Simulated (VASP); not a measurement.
Input:

```
AlCo
1.0
    2.81017     0.00000     0.00000
    0.00000     2.81017     0.00000
    0.00000     0.00000     2.81017
Al Co
1 1
Direct
  0.50000   0.50000   0.50000
  0.00000   0.00000   0.00000
```

Level of theory: SCAN meta-GGA, VASP's PBE PAW potentials (set 64) (plane waves; VASP). Settings: 520 eV cut-off, 14×14×14 Γ-centred mesh, tetrahedra with Blöchl corrections, potentials Al Co.

What does the run give for the energy per atom (σ→0), band gap (over mesh and band path) with the smallest direct gap where there is one?

The band gap (over mesh and band path) is none (metal, semimetal or under 0.01 eV) and the energy per atom (σ→0) is -13.158 eV/atom.

Only differences to runs with the same potentials and settings are physical.

The compound is CoAl in the CsCl type structure. It was relaxed first, which changed the volume by -5 %. The run is not spin-polarised, so no magnetic state was tried.
